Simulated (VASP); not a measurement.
# SiF (Pm-3m) in VASP: settings compared

The runs below take SiF through relaxation of cell and atoms, with vdW-DF-cx, rev-vdW-DF2, LDA, PBE, PBE+D2.

Program: VASP 6.6.1. These are calculated values, not measurements. Logs are shortened: lines on timing, memory, paths and dates and some standing lists are left out, and cuts for length are marked.

### Step 1. Starting point

The structure is cubic, space group Pm-3m (No. 221). Conventional cell: a = 3.029 Å, b = 3.029 Å, c = 3.029 Å, α = 90.00°, β = 90.00°, γ = 90.00°. Around Si (site symmetry m-3m) lie 8 F at 2.62 Å. F (site symmetry m-3m) has 8 Si at 2.62 Å as nearest neighbours.

The cell was built by a generator and needn't be a form met in nature.

### Step 2. Relaxation of cell and atoms, vdW-DF-cx

Input file INCAR:

```
SYSTEM = SiF
AGGAC    = 0.0          
ALGO     = Normal         ! electronic algorithm
EDIFF    = 1E-6           ! SCF threshold, eV
EDIFFG   = -0.01          ! ionic threshold
ENCUT    = 600            ! plane-wave cutoff, eV
GGA      = CX             ! functional
IBRION   = 2              ! ionic algorithm
ISIF     = 3              ! what is computed and relaxed
ISMEAR   = -1             ! smearing method
LASPH    = .True.         ! aspherical terms in the spheres
LCHARG   = .False.        ! write CHGCAR
LREAL    = .False.        ! projectors in reciprocal space
LUSE_VDW = .True.       
LWAVE    = .False.        ! write WAVECAR
NELM     = 80             ! most SCF steps
NSW      = 40             ! ionic steps
PREC     = Accurate       ! precision mode
SIGMA    = 0.05           ! smearing width, eV
```

Input file KPOINTS:

```
k-points
0
Gamma
  9 9 9
  0 0 0
```

Input file POSCAR:

```
SiF
1.0
    3.0286000000      0.0000000000      0.0000000000
    0.0000000000      3.0286000000      0.0000000000
    0.0000000000      0.0000000000      3.0286000000
Si F
1 1
Direct
    0.5000000000      0.5000000000      0.5000000000
    0.0000000000      0.0000000000      0.0000000000
```

Potentials or basis: VASP PAW PBE potentials, release 64 (Si, F).

Command:

```console
> cat potpaw_PBE.64/Si/POTCAR potpaw_PBE.64/F/POTCAR > POTCAR
> mpirun -np 1 vasp_std > vasp.out
```

OUTCAR:

```text
SYSTEM = SiF
   EDIFF = 1E-6
   EDIFFG = -0.01
   ENCUT = 600
   GGA = CX
   IBRION = 2
   ISIF = 3
   ISMEAR = -1
   LASPH = .True.
   LREAL = .False.
   NELM = 80
   NSW = 40
   PREC = Accurate

 ion  position               nearest neighbor table
   1  0.500  0.500  0.500-
   2  0.000  0.000  0.000-

  LATTYP: Found a simple cubic cell.
 ALAT       =     3.0286000000

  Lattice vectors:

 A1 = (   3.0286000000,   0.0000000000,   0.0000000000)
 A2 = (   0.0000000000,   3.0286000000,   0.0000000000)
 A3 = (   0.0000000000,   0.0000000000,   3.0286000000)

Analysis of symmetry for initial positions (statically):
=====================================================================
 Subroutine PRICEL returns:
 Original cell was already a primitive cell.

 Routine SETGRP: Setting up the symmetry group for a
 simple cubic supercell.

 Subroutine GETGRP returns: Found 48 space group operations
 (whereof 48 operations were pure point group operations)
 out of a pool of 48 trial point group operations.

The static configuration has the point symmetry O_h .

Analysis of symmetry for dynamics (positions and initial velocities):
=====================================================================
 Subroutine PRICEL returns:
 Original cell was already a primitive cell.

 Routine SETGRP: Setting up the symmetry group for a
 simple cubic supercell.

 Subroutine GETGRP returns: Found 48 space group operations
 (whereof 48 operations were pure point group operations)
 out of a pool of 48 trial point group operations.

The dynamic configuration has the point symmetry O_h .

 Subroutine INISYM returns: Found 48 space group operations
 (whereof 48 operations are pure point group operations),
 and found     1 'primitive' translations

----------------------------------------------------------------------------------------

                                     Primitive cell

  volume of cell :      27.7796

  direct lattice vectors                    reciprocal lattice vectors
     3.028600000  0.000000000  0.000000000     0.330185564  0.000000000  0.000000000
     0.000000000  3.028600000  0.000000000     0.000000000  0.330185564  0.000000000
     0.000000000  0.000000000  3.028600000     0.000000000  0.000000000  0.330185564

  length of vectors
     3.028600000  3.028600000  3.028600000     0.330185564  0.330185564  0.330185564

  position of ions in fractional coordinates (direct lattice)
     0.500000000  0.500000000  0.500000000
     0.000000000  0.000000000  0.000000000

  ion indices of the primitive-cell ions
   primitive index   ion index
                 1           1
                 2           2

----------------------------------------------------------------------------------------

 KPOINTS: k-points

Automatic generation of k-mesh.
 Grid dimensions read from file:
 generate k-points for:    9    9    9

 Generating k-lattice:

  Cartesian coordinates                     Fractional coordinates (reciprocal lattice)
     0.036687285  0.000000000  0.000000000     0.111111111  0.000000000  0.000000000
     0.000000000  0.036687285  0.000000000     0.000000000  0.111111111  0.000000000
     0.000000000  0.000000000  0.036687285     0.000000000  0.000000000  0.111111111

  Length of vectors
     0.036687285  0.036687285  0.036687285

  Shift w.r.t. Gamma in fractional coordinates (k-lattice)
     0.000000000  0.000000000  0.000000000

 Subroutine IBZKPT returns following result:
 ===========================================

 Found     35 irreducible k-points:

 Following reciprocal coordinates:
            Coordinates               Weight
  0.000000  0.000000  0.000000      1.000000
  0.111111  0.000000  0.000000      6.000000
  0.222222  0.000000  0.000000      6.000000
  0.333333  0.000000  0.000000      6.000000
  0.444444  0.000000  0.000000      6.000000
  0.111111  0.111111  0.000000     12.000000
[... 16 lines left out ...]
  0.333333  0.333333  0.111111     24.000000
  0.444444  0.333333  0.111111     48.000000
 [... further k-points ...]
   k-points           NKPTS =     35   k-points in BZ     NKDIM =     35   number of bands    NBANDS=      9
   number of dos      NEDOS =    301   number of ions     NIONS =      2
   total plane-waves  NPLWV =  13824
   dimension x,y,z NGX =    24 NGY =   24 NGZ =   24
   dimension x,y,z NGXF=    48 NGYF=   48 NGZF=   48
   ions per type =               1   1
   NGX,Y,Z   is equivalent  to a cutoff of  13.17, 13.17, 13.17 a.u.
   NGXF,Y,Z  is equivalent  to a cutoff of  26.35, 26.35, 26.35 a.u.
 SYSTEM =  SiF
   PREC   = accura    normal or accurate (medium, high low for compatibility)
   ISTART =      0    job   : 0-new  1-cont  2-samecut
   ICHARG =      2    charge: 1-file 2-atom 10-const
   ISPIN  =      1    spin polarized calculation?
   LNONCOLLINEAR =      F non collinear calculations
   LSORBIT =      F    spin-orbit coupling
   LASPH  =      T    aspherical Exc in radial PAW
   ENCUT  =  600.0 eV  44.10 Ry    6.64 a.u.   6.05  6.05  6.05*2*pi/ulx,y,z
   NELM   =     80;   NELMIN=  2; NELMDL= -5     # of ELM steps
   EDIFF  = 0.1E-05   stopping-criterion for ELM
   LREAL  =      F    real-space projection
   EDIFFG = -.1E-01   stopping-criterion for IOM
   NSW    =     40    number of steps for IOM
   IBRION =      2    ionic relax: 0-MD 1-quasi-New 2-CG
   NFREE  =      1    steps in history (QN), initial steepest desc. (CG)
   ISIF   =      3    stress and relaxation
   ISYM   =      2    0-nonsym 1-usesym 2-fastsym
   POTIM  = 0.5000    time-step for ionic-motion
   TEBEG  =    0.0;   TEEND  =   0.0 temperature during run
   PSTRESS=    0.0 pullay stress
   NELECT =      11.0000    total number of electrons
   NUPDOWN=      -1.0000    fix difference up-down
   EMIN   =  10.00;   EMAX   =-10.00  energy-range for DOS
   EFERMI =   0.00;   METHOD = LEGACY
   ISMEAR =    -1;   SIGMA  =   0.05  broadening in eV -4-tet -1-fermi 0-gaus
   EFERMI_NEDOS =   21; number of points for ismear=-14 and -15
   IALGO  =     38    algorithm
   IMIX   =      4    mixing-type and parameters
     AMIX     =   0.40;   BMIX     =  1.00
     AMIX_MAG =   1.60;   BMIX_MAG =  1.00
  volume/ion in A,a.u.               =      13.89        93.73
  Fermi-wavevector in a.u.,A,eV,Ry     =   1.202164  2.271761 19.663124  1.445199
  Thomas-Fermi vector in A             =   2.337953
   LORBIT       =      0    0 simple, 1 ext, 2 COOP (PROOUT), +10 PAW based schemes
   GGA     = CX    functional components
   LHFCALC =     F    Hartree Fock is set to
   AEXX    =    0.0000 exact exchange contribution
   IVDW_NL    =     1    kernel type
   BPARAM     = 6.3000
   IVDW    =     0    specifies the selected vdW correction
   LEPSILON=     F    determine dielectric tensor
   LRPA    =     F    only Hartree local field effects (RPA)
 conjugate gradient relaxation of ions
 non-spin polarized calculation
  energy-cutoff  :      600.00
  volume of cell :       27.78
 maximum number of plane-waves:       943
   NGX = 13   NGY = 13   NGZ = 13

--------------------------------------- Ionic step        1  -------------------------------------------

 number of electron      11.0000013 magnetization

 Free energy of the ion-electron system (eV)
  ---------------------------------------------------
  ext. energy  EPLUGINS =         0.00000000
  ---------------------------------------------------
  free energy    TOTEN  =        -4.88414084 eV

  energy without entropy =       -4.86639683  energy(sigma->0) =       -4.87526884

------------------------ aborting loop because EDIFF is reached ----------------------------------------

  FORCE on cell =-STRESS in cart. coord.  units (eV):
  Direction    XX          YY          ZZ          XY          YZ          ZX
  --------------------------------------------------------------------------------------
  -------------------------------------------------------------------------------------
  Total       -0.3311346     -0.3311346     -0.3311346      0.0000000      0.0000000     -0.0000000
  in kB      -19.0980679    -19.0980679    -19.0980679      0.0000000      0.0000000     -0.0000000
  external PRESSURE =     -19.0980679 kB  Pullay stress =       0.0000000 kB

 VOLUME and BASIS-vectors are now :
 -----------------------------------------------------------------------------
  energy-cutoff  :      600.00
  volume of cell :       27.78
      direct lattice vectors                 reciprocal lattice vectors
     3.028600000  0.000000000  0.000000000     0.330185564  0.000000000  0.000000000
     0.000000000  3.028600000  0.000000000     0.000000000  0.330185564  0.000000000
     0.000000000  0.000000000  3.028600000     0.000000000  0.000000000  0.330185564

 POSITION                                       TOTAL-FORCE (eV/Angst)
 -----------------------------------------------------------------------------------
      1.51430      1.51430      1.51430         0.000000      0.000000      0.000000
      0.00000      0.00000      0.00000         0.000000      0.000000      0.000000
 -----------------------------------------------------------------------------------
    total drift:                               -0.000000      0.000000      0.000000

  FREE ENERGIE OF THE ION-ELECTRON SYSTEM (eV)
  ---------------------------------------------------
  free  energy   TOTEN  =        -4.8841408435 eV

  energy  without entropy=       -4.8663968281  energy(sigma->0) =       -4.87526884

Total vdW correction in eV:      2.0296431

--------------------------------------- Ionic step        2  -------------------------------------------

 number of electron      11.0000009 magnetization

 Free energy of the ion-electron system (eV)
  ---------------------------------------------------
  ext. energy  EPLUGINS =         0.00000000
  ---------------------------------------------------
  free energy    TOTEN  =        -4.88836323 eV

  energy without entropy =       -4.87110954  energy(sigma->0) =       -4.87973639

 E-fermi :   6.0268     XC(G=0): -10.4743

 val. band max:        6.0070777842   @ k =   0.3333   0.2222   0.0000
 cond. band min:       6.0576033445   @ k =   0.4444   0.3333   0.0000
 fundamental gap:      0.0505255602
 Fermi energy:         6.0268249854

 k-point     1 :       0.0000    0.0000    0.0000
  band No.  band energies     occupation
      1     -18.1690      2.00000
      2      -2.9695      2.00000
      3       0.6408      2.00000
      4       0.6408      2.00000
      5       0.6408      2.00000
      6      11.3081      0.00000
      7      11.3081      0.00000
      8      11.3081      0.00000
      9      11.8116      0.00000

 k-point     2 :       0.1111    0.0000    0.0000
  band No.  band energies     occupation
      1     -18.1400      2.00000
      2      -3.0724      2.00000
      3       0.6786      2.00000
      4       0.6786      2.00000
      5       0.7408      2.00000
      6       9.4335      0.00000
      7      11.2955      0.00000
      8      11.2955      0.00000
      9      11.9738      0.00000
[... 253 lines left out ...]
 k-point    24 :       0.4444    0.3333    0.1111
  band No.  band energies     occupation
      1     -17.7598      2.00000
      2      -2.3541      2.00000
      3      -0.8829      2.00000
      4       0.9106      2.00000
      5       1.8483      2.00000
      6       6.0927      0.42230
      7       7.1481      0.00000
      8      11.1324      0.00000
      9      13.9507      0.00000

 [... further k-points ...]
[... 5 lines left out ...]
  --------------------------------------------------------------------------------------
  -------------------------------------------------------------------------------------
  Total       -0.0158372     -0.0158372     -0.0158372      0.0000000      0.0000000      0.0000000
  in kB       -0.9356439     -0.9356439     -0.9356439      0.0000000      0.0000000      0.0000000
  external PRESSURE =      -0.9356439 kB  Pullay stress =       0.0000000 kB

 VOLUME and BASIS-vectors are now :
 -----------------------------------------------------------------------------
  energy-cutoff  :      600.00
  volume of cell :       27.12
      direct lattice vectors                 reciprocal lattice vectors
     3.004409340  0.000000000 -0.000000000     0.332844126 -0.000000000 -0.000000000
     0.000000000  3.004409340  0.000000000    -0.000000000  0.332844126 -0.000000000
     0.000000000  0.000000000  3.004409340     0.000000000 -0.000000000  0.332844126

 POSITION                                       TOTAL-FORCE (eV/Angst)
 -----------------------------------------------------------------------------------
      1.50220      1.50220      1.50220         0.000000      0.000000      0.000000
      0.00000      0.00000      0.00000        -0.000000     -0.000000      0.000000
 -----------------------------------------------------------------------------------
    total drift:                               -0.000000      0.000000      0.000000

  FREE ENERGIE OF THE ION-ELECTRON SYSTEM (eV)
  ---------------------------------------------------
  free  energy   TOTEN  =        -4.8883632293 eV

  energy  without entropy=       -4.8711095414  energy(sigma->0) =       -4.87973639

Total vdW correction in eV:      2.0097840

 reached required accuracy - stopping structural energy minimisation
```

Run time: 19 s. Hardware: 1 thread of Intel Xeon 6975P-C (Granite Rapids), shared host; peak memory 0.26 GiB.

What came out:

```yaml
Free_energy: -4.8884 eV
Relaxed_volume: 13.56 Å³/atom
Relaxed_cell: a = 3.004 Å, b = 3.004 Å, c = 3.004 Å, α = 90.00°, β = 90.00°, γ = 90.00°
Space_group_after_relaxing_to_0.05_Å: Pm-3m (No. 221)
Energy_gained_by_relaxing: 2.1 meV/atom
Ionic_steps: 2
Pressure_after_relaxing: -0.1 GPa
Band_gap_on_the_k_mesh: none (metal or under the smearing width)
```

Step by step:
```csv
step,energy change (eV),largest force (eV/Å),pressure (GPa),volume (Å³)
1,0.0000,0.0000,-1.91,27.78
2,-0.0042,0.0000,-0.09,27.12
```

Final structure:
```xyz
2
Lattice="3.0044 0.0000 0.0000 0.0000 3.0044 0.0000 0.0000 0.0000 3.0044" Properties=species:S:1:pos:R:3 pbc="T T T"
Si    1.5022    1.5022    1.5022
F     0.0000    0.0000    0.0000
```

Caveat: the PAW data sets were made with another functional, which shifts forces and pressure a little; an odd number of electrons without spin polarisation forces a metal; a magnetic or distorted state may lie lower.

(Continued in part 2 of 3.)
